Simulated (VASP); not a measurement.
A convergence study with VASP on Cu (fcc): a few settings are varied, all else stays as given below, so the limit is that of these other settings. The cell's lengths are 1 % over those of the tabulated start, so it is off equilibrium.

```
CELL_PARAMETERS angstrom
      0.00000     1.82305     1.82305
      1.82305     0.00000     1.82305
      1.82305     1.82305     0.00000
ATOMIC_POSITIONS crystal
  Cu 0.00000 0.00000 0.00000
```

Calculation: PBEsol GGA, VASP's PBE PAW potentials (set 64) (plane waves; VASP 6.6.1). The last row used: 550 eV cut-off, 14×14×14 Γ-centred mesh, first-order Methfessel-Paxton smearing of 0.10 eV, potentials Cu.

| setting | E (eV/atom) | pressure (GPa) | electronic steps |
|---|---|---|---|
| ALGO = Normal, EDIFF = 1E-2 | -4.2866 | -7.03 | 9 |
| ALGO = Normal, EDIFF = 1E-3 | -4.2867 | -9.77 | 10 |
| ALGO = Normal, EDIFF = 1E-4 | -4.2867 | -9.73 | 10 |
| ALGO = Normal, EDIFF = 1E-5 | -4.2867 | -9.51 | 10 |
| ALGO = Normal, EDIFF = 1E-6 | -4.2867 | -8.91 | 12 |
| ALGO = Normal, EDIFF = 1E-7 | -4.2867 | -8.91 | 12 |
| ALGO = Normal, EDIFF = 1E-8 | -4.2867 | -8.91 | 14 |
| ALGO = Normal, EDIFF = 1E-9 | -4.2867 | -8.91 | 16 |
| ALGO = Fast, EDIFF = 1E-2 | -4.2880 | 46.45 | 8 |
| ALGO = Fast, EDIFF = 1E-3 | -4.2867 | -8.74 | 10 |
| ALGO = Fast, EDIFF = 1E-4 | -4.2867 | -11.89 | 11 |
| ALGO = Fast, EDIFF = 1E-5 | -4.2867 | -8.30 | 12 |
| ALGO = Fast, EDIFF = 1E-6 | -4.2867 | -8.34 | 14 |
| ALGO = Fast, EDIFF = 1E-7 | -4.2867 | -8.88 | 16 |
| ALGO = Fast, EDIFF = 1E-8 | -4.2867 | -8.88 | 17 |
| ALGO = Fast, EDIFF = 1E-9 | -4.2867 | -8.91 | 21 |
| ALGO = All, EDIFF = 1E-2 | -4.2851 | -8.00 | 10 |
| ALGO = All, EDIFF = 1E-3 | -4.2866 | -9.54 | 12 |
| ALGO = All, EDIFF = 1E-4 | -4.2867 | -8.95 | 13 |
| ALGO = All, EDIFF = 1E-5 | -4.2867 | -8.94 | 14 |
| ALGO = All, EDIFF = 1E-6 | -4.2867 | -8.91 | 15 |
| ALGO = All, EDIFF = 1E-7 | -4.2867 | -8.91 | 17 |
| ALGO = All, EDIFF = 1E-8 | -4.2867 | -8.92 | 18 |
| ALGO = All, EDIFF = 1E-9 | -4.2867 | -8.92 | 20 |

Left out are rungs that failed or repeat a setting and relaxations that didn't move; long series are thinned to 24 rows.

The compound is Cu in the fcc structure. The cell was not relaxed at this level.
